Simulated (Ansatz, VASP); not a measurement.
# FeGe in two plane-wave programs

Aim: how closely do two programs agree when they are given the same cell, functional and k mesh?

Calculated with Ansatz 0.2.0; plane waves, with VASP 6.6.1 beside it; single point at PBE.

The database entry behind the starting cell differs from later determinations by our own check (about 0.2 % short), so it need not match the best structure at ambient conditions.

### Step 1. The starting structure

It takes space group P2_13 (No. 198, cubic). The conventional cell has a = 4.689 Å, b = 4.689 Å, c = 4.689 Å, α = 90.00°, β = 90.00°, γ = 90.00°. Ge has 7 Fe at 2.38 to 2.64 Å nearest. Nearest to Fe lie 7 Ge at 2.38 to 2.64 Å. Farther neighbours are not listed.

As a file:

```xyz
8
Lattice="4.6890 0.0000 0.0000 0.0000 4.6890 0.0000 0.0000 0.0000 4.6890" Properties=species:S:1:pos:R:3 pbc="T T T"
Ge    0.7409    1.6036    3.0854
Ge    1.6036    3.0854    0.7409
Ge    3.0854    0.7409    1.6036
Ge    3.9481    3.9481    3.9481
Fe    4.0560    2.9775    1.7115
Fe    2.9775    1.7115    4.0560
Fe    1.7115    4.0560    2.9775
Fe    0.6330    0.6330    0.6330
```

### Step 2. VASP: single point, PBE

With cell and atoms fixed, the geometry can't cause a difference; cores, projectors, grids and the points listed under the comparison can.

Lines of VASP's logs that name or quote its potential files are left out, and so is its time.

INCAR reads:

```
SYSTEM = FeGe
PREC = Accurate
ENCUT = 410
EDIFF = 1E-06
NELM = 100
ISMEAR = -1
SIGMA = 0.05
LREAL = .FALSE.
ALGO = Normal
GGA = PE
NBANDS = 58
ISPIN = 2
MAGMOM = 0 0 0 0 3 3 3 3
LMAXMIX = 4
LORBIT = 11
LWAVE = .FALSE.
LCHARG = .TRUE.
ISIF = 2
LELF = .TRUE.
LVHAR = .TRUE.
```

POSCAR reads:

```
FeGe
1.0
    4.6890000000      0.0000000000      0.0000000000
    0.0000000000      4.6890000000      0.0000000000
    0.0000000000      0.0000000000      4.6890000000
Ge Fe
4 4
Direct
    0.1580000000      0.3420000000      0.6580000000
    0.3420000000      0.6580000000      0.1580000000
    0.6580000000      0.1580000000      0.3420000000
    0.8420000000      0.8420000000      0.8420000000
    0.8650000000      0.6350000000      0.3650000000
    0.6350000000      0.3650000000      0.8650000000
    0.3650000000      0.8650000000      0.6350000000
    0.1350000000      0.1350000000      0.1350000000
```

KPOINTS reads:

```
Automatic mesh
0
Gamma
6 6 6
0 0 0
```

Potentials, in the order of the species: Ge_d and Fe (PBE family, release 64).

Run with:

```sh
$ mpirun -np 4 vasp_std
```

Numbers of over 12 decimals in the logs are rounded to 6 here.

Log:

```text
[banner, memory and clock lines left out]
running    4 mpi-ranks, on    1 nodes
 distrk:  each k-point on    4 cores,    1 groups
 distr:  one band on    1 cores,    4 groups

 POSCAR found type information on POSCAR GeFe
 POSCAR found :  2 types and       8 ions
 LDA part: xc-table for (Slater+PW92), standard interpolation
|                                                                             |
|           W    W    AA    RRRRR   N    N  II  N    N   GGGG   !!!           |
|           W    W   A  A   R    R  NN   N  II  NN   N  G    G  !!!           |
|           W    W  A    A  R    R  N N  N  II  N N  N  G       !!!           |
|           W WW W  AAAAAA  RRRRR   N  N N  II  N  N N  G  GGG   !            |
|           WW  WW  A    A  R   R   N   NN  II  N   NN  G    G                |
|           W    W  A    A  R    R  N    N  II  N    N   GGGG   !!!           |
|                                                                             |
|     The number of bands has been changed from the values supplied in        |
|     The orbitals not found in the WAVECAR file will be initialized with     |
|     random numbers, which is usually adequate. For correlated               |
|     calculations, however, you should redo the groundstate calculation.     |
|     I found NBANDS = 58. Now, NBANDS = 60.                                  |
|                                                                             |

 POSCAR, INCAR and KPOINTS ok, starting setup
 FFT: planning ... GRIDC
 FFT: planning ... GRID_SOFT
 FFT: planning ... GRID
 WAVECAR not read
 entering main loop
       N       E                     dE             d eps       ncg     rms          rms(c)
DAV:   1     0.877987698466E+03    0.87799E+03   -0.30740E+04  6880   0.344E+03
DAV:   2     0.126989243236E+03   -0.75100E+03   -0.70791E+03  5760   0.792E+02
DAV:   3    -0.426766888136E+02   -0.16967E+03   -0.15895E+03  5760   0.230E+02
DAV:   4    -0.560494039177E+02   -0.13373E+02   -0.13057E+02  6584   0.760E+01
DAV:   5    -0.563659347984E+02   -0.31653E+00   -0.31514E+00  6540   0.129E+01    0.256E+01
DAV:   6    -0.613859241623E+02   -0.50200E+01   -0.56575E+01  6952   0.716E+01    0.300E+01
DAV:   7    -0.517987466695E+02    0.95872E+01   -0.29060E+01  6616   0.543E+01    0.580E+00
DAV:   8    -0.518995928481E+02   -0.10085E+00   -0.23442E+00  6304   0.670E+00    0.314E+00
DAV:   9    -0.518229159826E+02    0.76677E-01   -0.16134E-01  7068   0.334E+00    0.118E+00
DAV:  10    -0.518139812067E+02    0.89348E-02   -0.20535E-02  7012   0.107E+00    0.370E-01
DAV:  11    -0.518130886629E+02    0.89254E-03   -0.29521E-03  6784   0.460E-01    0.134E-01
DAV:  12    -0.518130665974E+02    0.22065E-04   -0.41715E-04  7088   0.151E-01    0.617E-02
DAV:  13    -0.518130556514E+02    0.10946E-04   -0.44469E-05  7348   0.469E-02    0.264E-02
DAV:  14    -0.518130613218E+02   -0.56704E-05   -0.18594E-05  5560   0.321E-02    0.149E-02
DAV:  15    -0.518130613298E+02   -0.80199E-08   -0.17266E-06  4056   0.121E-02
   1 F= -.51813061E+02 E0= -.51782803E+02  d E =-.605165E-01  mag=     4.2641
```

OUTCAR, selected parts (step 2):

```text
ion  position               nearest neighbor table
   1  0.158  0.342  0.658-   5 2.38   8 2.44   7 2.44   6 2.44   7 2.64   8 2.64   6 2.64   2 2.90
                             2 2.90   3 2.90   4 2.90   3 2.90   4 2.90
   2  0.342  0.658  0.158-   6 2.38   7 2.44   5 2.44   8 2.44   5 2.64   7 2.64   8 2.64   1 2.90
                             1 2.90   3 2.90   3 2.90   4 2.90   4 2.90
   3  0.658  0.158  0.342-   7 2.38   6 2.44   5 2.44   8 2.44   6 2.64   5 2.64   8 2.64   1 2.90
                             4 2.90   2 2.90   2 2.90   1 2.90   4 2.90
   4  0.842  0.842  0.842-   8 2.38   5 2.44   7 2.44   6 2.44   6 2.64   5 2.64   7 2.64   2 2.90
                             3 2.90   1 2.90   3 2.90   1 2.90   2 2.90
   5  0.865  0.635  0.365-   1 2.38   4 2.44   3 2.44   2 2.44   3 2.64   4 2.64   2 2.64   6 2.87
                             6 2.87   8 2.87   8 2.87   7 2.87   7 2.87
   6  0.635  0.365  0.865-   2 2.38   3 2.44   1 2.44   4 2.44   1 2.64   3 2.64   4 2.64   5 2.87
                             5 2.87   7 2.87   7 2.87   8 2.87   8 2.87
   7  0.365  0.865  0.635-   3 2.38   2 2.44   1 2.44   4 2.44   2 2.64   1 2.64   4 2.64   8 2.87
                             6 2.87   6 2.87   8 2.87   5 2.87   5 2.87
   8  0.135  0.135  0.135-   4 2.38   1 2.44   3 2.44   2 2.44   2 2.64   1 2.64   3 2.64   5 2.87
                             7 2.87   7 2.87   5 2.87   6 2.87   6 2.87

  LATTYP: Found a simple cubic cell.
 ALAT       =     4.6890000000

 Subroutine GETGRP returns: Found 12 space group operations
 (whereof  3 operations were pure point group operations)

The static configuration has the point symmetry C_3 .
 The point group associated with its full space group is T   .

 Found     24 irreducible k-points:

   k-points           NKPTS =     24   k-points in BZ     NKDIM =     24   number of bands    NBANDS=     60

   dimension x,y,z NGX =    32 NGY =   32 NGZ =   32
   dimension x,y,z NGXF=    64 NGYF=   64 NGZF=   64

   ENCUT  =  410.0 eV  30.13 Ry    5.49 a.u.   7.74  7.74  7.74*2*pi/ulx,y,z

   NELECT =      88.0000    total number of electrons

 k-points in reciprocal lattice and weights: Automatic mesh
   0.00000000  0.00000000  0.00000000       0.005
   0.16666667  0.00000000  0.00000000       0.028
   0.33333333  0.00000000  0.00000000       0.028
   0.50000000  0.00000000  0.00000000       0.014
   0.16666667  0.16666667  0.00000000       0.056
   0.33333333  0.16666667  0.00000000       0.056
  -0.16666667  0.33333333  0.00000000       0.056
   0.50000000  0.16666667  0.00000000       0.028
  -0.16666667  0.50000000  0.00000000       0.028
[...]
0.50000000  0.50000000  0.33333333       0.028
   0.50000000  0.50000000  0.50000000       0.005

 average (electrostatic) potential at core
       1 -71.2682       2 -71.2682       3 -71.2682       4 -71.2682       5 -41.1576
       6 -41.1576       7 -41.1576       8 -41.1576

 E-fermi :   8.0250

 spin component 1
 k-point     1 :       0.0000    0.0000    0.0000
  band No.  band energies     occupation
    ...
     43       7.1583      1.00000
     44       7.1583      1.00000
     45       7.7169      0.99789
     46       7.7169      0.99789
     47       7.7169      0.99789
     48       9.7610      0.00000
     49       9.7610      0.00000
     50       9.7610      0.00000
     51      10.7501      0.00000
     52      10.7501      0.00000
    ...

 k-point     2 :       0.1667    0.0000    0.0000
  band No.  band energies     occupation
    ...
     42       7.1008      1.00000
     43       7.1581      1.00000
     44       7.3334      1.00000
     45       7.5726      0.99988
     46       7.6576      0.99936
     47       8.2195      0.02000
     48       9.1822      0.00000
     49       9.4588      0.00000
     50       9.8608      0.00000
     51       9.9752      0.00000
    ...

 k-point     3 :       0.3333    0.0000    0.0000
  band No.  band energies     occupation
    ...
     42       7.0115      1.00000
     43       7.2189      1.00000
     44       7.2502      1.00000
     45       7.5084      0.99997
     46       7.5369      0.99994
     47       8.8192      0.00000
     48       8.8762      0.00000
     49       9.0783      0.00000
     50       9.2352      0.00000
     51      10.1898      0.00000
    ...

 k-point     4 :       0.5000    0.0000    0.0000
  band No.  band energies     occupation
    ...
     42       6.9441      1.00000
     43       7.2673      1.00000
     44       7.2673      1.00000
     45       7.4361      0.99999
     46       7.4361      0.99999
     47       8.8381      0.00000
     48       8.8381      0.00000
     49       8.8876      0.00000
     50       8.8876      0.00000
     51      11.6272      0.00000
    ...

 k-point     5 :       0.1667    0.1667    0.0000
  band No.  band energies     occupation
    ...
     42       7.0402      1.00000
     43       7.1297      1.00000
     44       7.2931      1.00000
     45       7.5199      0.99996
     46       7.7834      0.99208
     47       8.2322      0.01560
     48       9.1014      0.00000
     49       9.1963      0.00000
     50       9.9521      0.00000
     51      10.0765      0.00000
    ...

 k-point     6 :       0.3333    0.1667    0.0000
  band No.  band energies     occupation
    ...
     42       6.9158      1.00000
     43       7.1372      1.00000
     44       7.2555      1.00000
     45       7.4346      0.99999
     46       7.5757      0.99987
     47       8.5615      0.00002
     48       8.8499      0.00000
     49       9.3151      0.00000
     50       9.8890      0.00000
     51       9.9642      0.00000
    ...

  Total       -1.9726406     -1.9726406     -1.9726406      0.0000000      0.0000000      0.0000000
  in kB      -30.6561668    -30.6561668    -30.6561668      0.0000000      0.0000000      0.0000000
  external PRESSURE =     -30.6561668 kB  Pullay stress =       0.0000000 kB

  energy-cutoff  :      410.00
  volume of cell :      103.10
      direct lattice vectors                 reciprocal lattice vectors
     4.689000000  0.000000000  0.000000000     0.213265089  0.000000000  0.000000000
     0.000000000  4.689000000  0.000000000     0.000000000  0.213265089  0.000000000
     0.000000000  0.000000000  4.689000000     0.000000000  0.000000000  0.213265089

 POSITION                                       TOTAL-FORCE (eV/Angst)
 -----------------------------------------------------------------------------------
      0.74086      1.60364      3.08536         0.025775     -0.025775      0.025775
      1.60364      3.08536      0.74086        -0.025775      0.025775      0.025775
      3.08536      0.74086      1.60364         0.025775      0.025775     -0.025775
      3.94814      3.94814      3.94814        -0.025775     -0.025775     -0.025775
      4.05599      2.97751      1.71149         0.030127     -0.030127      0.030127
      2.97751      1.71149      4.05599        -0.030127      0.030127      0.030127
      1.71149      4.05599      2.97751         0.030127      0.030127     -0.030127
      0.63301      0.63301      0.63301        -0.030127     -0.030127     -0.030127
 -----------------------------------------------------------------------------------
    total drift:                               -0.000000      0.000000     -0.000000

  FREE ENERGIE OF THE ION-ELECTRON SYSTEM (eV)
  ---------------------------------------------------
  free  energy   TOTEN  =       -51.8130613298 eV

  energy  without entropy=      -51.7525448020  energy(sigma->0) =      -51.78280307

 total charge
# of ion       s       p       d       tot
------------------------------------------
    1        1.116   1.229  10.113  12.458
    2        1.116   1.229  10.113  12.458
    3        1.116   1.229  10.113  12.458
    4        1.116   1.229  10.113  12.458
    5        0.374   0.490   6.449   7.313
    6        0.374   0.490   6.449   7.313
    7        0.374   0.490   6.449   7.313
    8        0.374   0.490   6.449   7.313
--------------------------------------------------
tot          5.961   6.877  66.248  79.085

 magnetization (x)
# of ion       s       p       d       tot
------------------------------------------
    1       -0.012  -0.065  -0.006  -0.083
    2       -0.012  -0.065  -0.006  -0.083
    3       -0.012  -0.065  -0.006  -0.083
    4       -0.012  -0.065  -0.006  -0.083
    5       -0.001  -0.005   1.193   1.187
    6       -0.001  -0.005   1.193   1.187
    7       -0.001  -0.005   1.193   1.187
    8       -0.001  -0.005   1.193   1.187
--------------------------------------------------
tot         -0.050  -0.281   4.748   4.416

[... 6 further parts left out ...]
```

The magnetic state follows from one typed start and may not be the lowest. With spin, VASP writes an ELF for each channel. LASPH is off, so gradient terms of the non-spherical density inside the spheres are left out; for open d or f shells this can shift gaps and moments. At this level the cell is under a tension of 3.1 GPa, so at these settings it is away from equilibrium.

(Continued in part 2 of 2.)

[Lines on the potential files, build, host, timing and source positions are cut from VASP's logs without a mark.]

[Logs are printed without paths, hosts, clocks, repeated set-up lines and the standing remarks that a program may print on its own settings, such as how far it seeks lower states.]

[Hosts, paths, dates, database ids (printed as entryN), source tags and the programs' standing remarks are cut or masked in the printed files.]
